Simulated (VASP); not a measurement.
Set up this calculation in VASP 6.6.1, as the native input.

```yaml
Task: relaxation of cell and atoms
Functional: r2SCAN
Dispersion: rVV10
Potentials_or_basis: VASP PAW PBE potentials, release 64 (Cd, Ir)
Cutoff: 600 eV
k_mesh: 9 × 9 × 6
Occupations: methfessel-paxton, width 0.1 eV
Spin: no spin polarisation
Further_INCAR_settings: ALGO = Normal; EDIFF = 1e-06; IBRION = 2; EDIFFG = -0.02; NSW = 60; ISIF = 3
```

The structure of CdIr lies in POSCAR:

```
CdIr
1.0
    3.2853797500      0.0000000000      0.0000000000
   -1.6426898800      2.8452223300      0.0000000000
    0.0000000000      0.0000000000      4.4478366900
Cd Ir
1 1
Direct
    0.0000000000      0.0000000000      0.0000000000
    0.0000000000      0.0000000000      0.5000000000
```

The cell was built by a generator and needn't be a form met in nature.

One way to write it, as run:

INCAR

```
  PREC = Accurate
  ENCUT = 600
  EDIFF = 1E-6
  ISMEAR = 1
  SIGMA = 0.1
  LREAL = F
  LASPH = T
  NELM = 60
  ALGO = Normal
  ISIF = 3
  LWAVE = F
  LCHARG = F
  METAGGA = R2SCAN
  LMIXTAU = T
  LUSE_VDW = T
  IVDW_NL = 2
  BPARAM = 11.95
  CPARAM = 0.0093
  IBRION = 2
  NSW = 60
  EDIFFG = -0.02
```

KPOINTS

```
regular mesh
0
Gamma
  9 9 6
```

Potentials or basis: VASP PAW PBE potentials, release 64 (Cd, Ir).

Launch:

```bash
$ cat potpaw_PBE.64/Cd/POTCAR potpaw_PBE.64/Ir/POTCAR > POTCAR
$ mpirun -np 1 vasp_std > vasp.out
```

Results of the run:

* Relaxed volume: 17.70 Å³/atom
* Relaxed cell: a = 2.737 Å, b = 2.737 Å, c = 5.454 Å, α = 90.00°, β = 90.00°, γ = 120.00°
* Space group after relaxing (to 0.05 Å): P6/mmm (No. 191)
* Energy gained by relaxing: 2000.1 meV/atom
* Ionic steps: 15
* Pressure after relaxing: 0.0 GPa
* Band gap on the k mesh: none (metal or under the smearing width)

Caveat: the PAW data sets were made with another functional, which shifts forces and pressure a little.

Run time: 26 min on 1 thread of Intel(R) Xeon(R) Platinum 8559C (Emerald Rapids), on a shared host, peak memory 0.33 GiB.
